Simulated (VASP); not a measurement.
Input:

```yaml
crystal:
  lattice:
    - [2.12155, 1.22488, 6.92745]
    - [-2.12155, 1.22488, 6.92745]
    - [0.00000, -2.44976, 6.92745]
  atoms:
    - { symbol: Pb, position: [0.75317, 0.75317, 0.75317] }
    - { symbol: Pb, position: [0.24683, 0.24683, 0.24683] }
    - { symbol: Se, position: [0.00000, 0.00000, 0.00000] }
    - { symbol: S, position: [0.50000, 0.50000, 0.50000] }
```

These are PBEsol GGA, VASP's PBE PAW potentials (set 64) (plane waves; VASP 6.6.1) values and carry that method's errors. Numerical set-up: 400 eV cut-off, 7×7×7 Γ-centred mesh, tetrahedra with Blöchl corrections, potentials Pb_d Se S.

Unless said otherwise, spin-orbit coupling is left out, though it shifts the bands of the heavy elements here.

What does the run give for the energy per atom (σ→0), band gap (on the k-mesh) with the smallest direct gap where there is one?

The band gap (on the k-mesh) is 0.18 eV, the smallest direct gap (on the k-mesh) is 0.18 eV and the energy per atom (σ→0) is -4.590 eV/atom.

Total energies compare only between runs with the same potentials, cut-off and functional.

The structure comes from a computed database's Pb2SeS entry (R-3m); how it stands against other phases isn't given here. It was relaxed first.
